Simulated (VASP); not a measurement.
VASP input:

File KPOINTS:
```
Regular mesh
0
G
  12 12 8
```

**POSCAR**
```
ZrSi
1
    3.0756756612    -0.0000000905     0.0000000000
   -1.5378374859     2.6636131085     0.0000000000
    0.0000000000     0.0000000000     4.4011240075
Zr Si
1 1
Direct
  0.0000000000   0.0000000000   0.0000000000
  0.6666670000   0.3333330000   0.5000000000
```

**INCAR**
```
SYSTEM=ZrSi
PREC=Accurate; ENCUT=480; LREAL=F
LASPH=T
EDIFF=1E-7; NELM=100; ALGO=Normal
LMAXMIX=4
ISMEAR=1; SIGMA=0.1
GGA=PS
IBRION=2; NSW=40; ISIF=3
EDIFFG=-0.01; PSTRESS=150
LWAVE=F; LCHARG=F
```

POTCAR, in this order: Zr_sv Si (PBE.64 set). Program: vasp_std.

Write an equivalent input for Quantum ESPRESSO's pw.x.

One equivalent input (not run):
```
&CONTROL
  calculation = 'vc-relax'
  pseudo_dir = './pseudo'
  outdir = './out'
  tprnfor = .true.
  tstress = .true.
  nstep = 40
  forc_conv_thr = 0.00039
/
&SYSTEM
  ibrav = 0
  nat = 2
  ntyp = 2
  ecutwfc = 66
  occupations = 'smearing'
  smearing = 'methfessel-paxton'
  degauss = 0.00735
  input_dft = 'pbesol'
/
&ELECTRONS
  conv_thr = 7.3e-09
  electron_maxstep = 100
/
&IONS
/
&CELL
  press = 150
/
ATOMIC_SPECIES
  Zr 91.224 Zr.upf
  Si 28.085 Si.upf
CELL_PARAMETERS angstrom
     3.0756757   -0.0000001    0.0000000
    -1.5378375    2.6636131    0.0000000
     0.0000000    0.0000000    4.4011240
ATOMIC_POSITIONS crystal
  Zr   0.0000000  0.0000000  0.0000000
  Si   0.6666670  0.3333330  0.5000000
K_POINTS automatic
  12 12 8 0 0 0
```
The two are equivalent in intent, not identical: the potentials are each code's own (VASP's PAW set, PseudoDojo norm-conserving files in pw.x), so ENCUT and ecutwfc are chosen apart and not converted; conv_thr bounds pw.x's estimated SCF error, while EDIFF bounds the energy change between steps; forc_conv_thr acts on force components and is met together with etot_conv_thr.

The structure was generated: ZrSi was put into the WC type (P-6m2), which need not be its known phase. This run relaxes it under an external pressure of 15 GPa. Symmetry was kept, so distortions that lower it aren't found.
